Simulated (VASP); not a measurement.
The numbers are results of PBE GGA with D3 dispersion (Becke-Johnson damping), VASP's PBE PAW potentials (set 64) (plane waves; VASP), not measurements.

VASP ran on this input.

File POSCAR:
```
I atom
1
   12.0000000000     0.0000000000     0.0000000000
    0.0000000000    12.5000000000     0.0000000000
    0.0000000000     0.0000000000    13.0000000000
I
1
Direct
  0.0000000000   0.0000000000   0.0000000000
```

INCAR:
```
ALGO = All
EDIFF = 1E-6
ENCUT = 520
GGA = PE
ISMEAR = 0
ISPIN = 2
ISYM = 0
IVDW = 12
LASPH = .True.
LCHARG = .False.
LMAXMIX = 4
LORBIT = 10
LREAL = .False.
LWAVE = .False.
MAGMOM = 1
NELM = 200
NUPDOWN = 1
PREC = Normal
SIGMA = 0.01
SYSTEM = I atom
```

### KPOINTS
```
Automatic mesh
0
Gamma
1 1 1
0 0 0
```

POTCAR, in this order: I (PBE.64 set). Program: vasp_gam. Read from the step before: WAVECAR.

The run wrote:

File OUTCAR:
```
 ion  position               nearest neighbor table
   1  0.000  0.000  0.000-
 Subroutine IBZKPT returns following result:
 Found      1 irreducible k-points:

 Following reciprocal coordinates:
            Coordinates               Weight
  0.000000  0.000000  0.000000      1.000000
   k-points           NKPTS =      1   k-points in BZ     NKDIM =      1   number of bands    NBANDS=      8
   number of dos      NEDOS =    301   number of ions     NIONS =      1
   total plane-waves  NPLWV = 392000
   dimension x,y,z NGX =    70 NGY =   70 NGZ =   80
   dimension x,y,z NGXF=   140 NGYF=  140 NGZF=  160
   ions per type =               1
   PREC   = normal    normal or accurate (medium, high low for compatibility)
   ISTART =      1    job   : 0-new  1-cont  2-samecut
   ICHARG =      0    charge: 1-file 2-atom 10-const
   ISPIN  =      2    spin polarized calculation?
   LNONCOLLINEAR =      F non collinear calculations
   LSORBIT =      F    spin-orbit coupling
   INIWAV =      1    electr: 0-lowe 1-rand  2-diag
   ENCUT  =  520.0 eV  38.22 Ry    6.18 a.u.  22.31 23.24 24.17*2*pi/ulx,y,z
   NELM   =    200;   NELMIN=  2; NELMDL=  0     # of ELM steps
   EDIFF  = 0.1E-05   stopping-criterion for ELM
   LREAL  =      F    real-space projection
...
```

File OSZICAR:
```
       N       E                     dE             d eps       ncg     rms           ort
SDA:   1    -0.177027878445E+00   -0.17703E+00    0.00000E+00     8   0.197E-04   0.000E+00
CGA:   2    -0.177029218453E+00   -0.13400E-05   -0.13468E-05     8   0.115E-06   0.231E-07
SDA:   3    -0.177029237300E+00   -0.18847E-07   -0.19649E-07     8   0.632E-07   0.678E-07
   1 F= -.17728836E+00 E0= -.17343186E+00  d E =-.771299E-02  mag=     1.0000
```

**OUTCAR**
```
------------------------ aborting loop because EDIFF is reached ----------------------------------------
 Edisp (eV)   -0.00026
  FORCE on cell =-STRESS in cart. coord.  units (eV):
  Direction    XX          YY          ZZ          XY          YZ          ZX
  --------------------------------------------------------------------------------------
  Total      -0.00187    -0.00253     0.00093     0.00007    -0.00037    -0.00036
  in kB      -0.00153    -0.00208     0.00077     0.00006    -0.00030    -0.00030
  external pressure =       -0.00 kB  Pullay stress =        0.00 kB
  volume of cell :     1950.00
      direct lattice vectors                 reciprocal lattice vectors
    12.000000000  0.000000000  0.000000000     0.083333333  0.000000000  0.000000000
     0.000000000 12.500000000  0.000000000     0.000000000  0.080000000  0.000000000
     0.000000000  0.000000000 13.000000000     0.000000000  0.000000000  0.076923077
 POSITION                                       TOTAL-FORCE (eV/Angst)
 -----------------------------------------------------------------------------------
      0.00000      0.00000      0.00000         0.000001     -0.000000     -0.000001
 -----------------------------------------------------------------------------------
    total drift:                                0.000001     -0.000000     -0.000001
  FREE ENERGIE OF THE ION-ELECTRON SYSTEM (eV)
  ---------------------------------------------------
  free  energy   TOTEN  =        -0.1772883554 eV

  energy  without entropy=       -0.1695753700  energy(sigma->0) =       -0.17343186

 total charge

# of ion       s       p       d       tot
------------------------------------------
    1        1.527   2.644   0.000   4.172

 magnetization (x)

# of ion       s       p       d       tot
------------------------------------------
    1        0.014   0.556   0.000   0.570
```
(Selected blocks of OUTCAR.)

The atom may not be in its lowest state.

The cell is a free atom in a box.
